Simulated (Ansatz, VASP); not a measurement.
# Two plane-wave programs on SiGe4W

```
CELL_PARAMETERS angstrom
0.00000 3.85349 3.85349
3.85349 0.00000 3.85349
3.85349 3.85349 0.00000
ATOMIC_POSITIONS crystal
Si 0.00000 0.00000 0.00000
Ge 0.87384 0.37539 0.37539
Ge 0.37539 0.37539 0.37539
Ge 0.37539 0.87384 0.37539
Ge 0.37539 0.37539 0.87384
W 0.75000 0.75000 0.75000
```

Change from the starting cell: species swapped into the CePrAl4 type (F-43m, No. 216).

Alike in both runs: task single point; functional PBE; k mesh 4 × 4 × 4; occupations gaussian, width 0.1 eV; no spin polarisation.

|  | VASP | Ansatz |
| --- | --- | --- |
| version | VASP 6.6.1 | Ansatz 0.2.0 |
| potentials or method | VASP PAW PBE potentials, release 64 (Si, Ge_d, W_sv) | scalar-relativistic, plane waves, PAW |
| plane-wave cutoff (eV) | 520 | 420 |
| valence electrons in the cell | 74 | 74 |

|  | VASP | Ansatz | Ansatz less VASP |
| --- | --- | --- | --- |
| gap on the k mesh at the Fermi level (eV) | none | none | - |
| pressure (GPa) | -5.8 | -5.8 | -0.05 |
| rms of the force components (eV/Å) | 0.140 | 0.140 | +0.0006 |

Atom by atom the forces differ by 0.001 eV/Å (rms over components). A gap of «none» marks a metal or a gap that the smearing closes.

The runs have no spin-orbit coupling, so splittings on W are missing.
